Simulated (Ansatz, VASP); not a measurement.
## Mg2CdS: VASP beside Ansatz

```
CELL_PARAMETERS angstrom
3.13806 0.00000 0.00000
-1.56903 2.71764 0.00000
0.00000 0.00000 11.19202
ATOMIC_POSITIONS crystal
Mg 0.00000 0.00000 0.28163
Mg 0.00000 0.00000 0.71837
Cd 0.00000 0.00000 0.00000
S 0.00000 0.00000 0.50000
```

Alike in both runs: functional PBE; k mesh 6 × 6 × 2; occupations gaussian, width 0.1 eV; no spin polarisation.

Ansatz relaxed the structure, and its values are those at the end. VASP's run is a single point on that final structure, the one shown.

|  | VASP | Ansatz |
| --- | --- | --- |
| version | VASP 6.6.1 | Ansatz 0.2.0 |
| potentials or method | VASP PAW PBE potentials, release 64 (Mg, Cd, S) | scalar-relativistic, plane waves, PAW |
| plane-wave cutoff (eV) | 520 | 420 |
| valence electrons in the cell | 22 | 46 |

|  | VASP | Ansatz | Ansatz less VASP |
| --- | --- | --- | --- |
| gap on the k mesh at the Fermi level (eV) | none | none | - |
| pressure (GPa) | -0.2 | -0.2 | +0.04 |
| rms of the force components (eV/Å) | 0.012 | 0.015 | +0.0029 |

A gap of «none» marks a metal or a gap that the smearing closes. The two sets of potentials don't hold the same shells in valence.

Caveats: the k mesh is coarse (spacing up to 0.39 Å⁻¹), so the values aren't converged.
